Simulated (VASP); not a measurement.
An input for Ansatz (written as the equivalent of a VASP run, and not itself run):

Ansatz 0.2 input:
```yaml
crystal:
  lattice:
    - [2.2400790, 1.2933100, 3.8338850]
    - [-2.2400790, 1.2933100, 3.8338850]
    - [0.0000000, -2.5866200, 3.8338850]
  atoms:
    - { symbol: K, position: [0.7624000, 0.7624000, 0.7624000] }
    - { symbol: Cl, position: [0.2376000, 0.2376000, 0.2376000] }
kpoints:
  mp_grid: { grid: [7, 7, 7] }
hamiltonian:
  xc: pbe
  pseudopotentials: { kind: paw }
scf:
  occupations: { method: gaussian, width: 0.05 }
  max_iter: 100
output: { forces: true, stress: true, eigenvalues: true }
```

### Question
Write the VASP files for the same calculation (PBE).

### Answer
Several could match; the one computed here: 
File POSCAR:
```
KCl
1
    2.2400790000     1.2933100000     3.8338850000
   -2.2400790000     1.2933100000     3.8338850000
    0.0000000000    -2.5866200000     3.8338850000
K Cl
1 1
Direct
  0.7624000000   0.7624000000   0.7624000000
  0.2376000000   0.2376000000   0.2376000000
```

### INCAR
```
SYSTEM = KCl
PREC = Accurate; ENCUT = 400; LREAL = .FALSE.
LASPH = .TRUE.
EDIFF = 1E-6; NELM = 100; ALGO = Normal
ISMEAR = 0; SIGMA = 0.05
GGA = PE
ISIF = 2
LWAVE = .FALSE.; LCHARG = .FALSE.
```

**KPOINTS**
```
kpoints
0
gamma
7 7 7
0 0 0
```

POTCAR, in this order: K_sv Cl (PBE.64 set). Program: vasp_std.

What does not carry over: each code has its own PAW files, so the cut-off isn't converted (ENCUT is set for VASP's; basis.ecutwfc is left out, and Ansatz then takes the one that its files recommend); Ansatz stops its SCF on the density residual and VASP on the energy change (EDIFF).

The structure was generated: KCl was put into the alpha-GeTe type (R3m), which need not be its known phase. The cell was not relaxed at this level.
